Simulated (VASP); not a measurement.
Given:

```yaml
crystal:
  lattice:
    - [3.95351, 0.00000, 0.00000]
    - [-1.97676, 3.42384, 0.00000]
    - [0.00000, 0.00000, 5.02089]
  atoms:
    - { symbol: Cu, position: [0.00000, 0.00000, 0.00000] }
    - { symbol: Te, position: [0.33333, 0.66667, 0.27439] }
    - { symbol: Te, position: [0.66667, 0.33333, 0.72561] }
```

These are PBEsol GGA, VASP's PBE PAW potentials (set 64) (plane waves; VASP) values and carry that method's errors. Settings: 400 eV cut-off, 10×10×7 Γ-centred mesh, tetrahedra with Blöchl corrections, potentials Cu Te.

### Question
The job: CuTe2 (space group P-3m1), 3 atoms, PBEsol, static run, 400 eV, 10×10×7 Γ-centred mesh. Roughly how much core time does it take on a busy server core?

### Answer
About 2 core-minutes (one run on a shared machine, a rough figure). It had 80 irreducible k-points, 15 bands, up to 1264 plane waves and 17 electronic steps.

The structure comes from a computed database's CuTe2 entry (P-3m1); how it stands against other phases isn't given here. It was relaxed first.
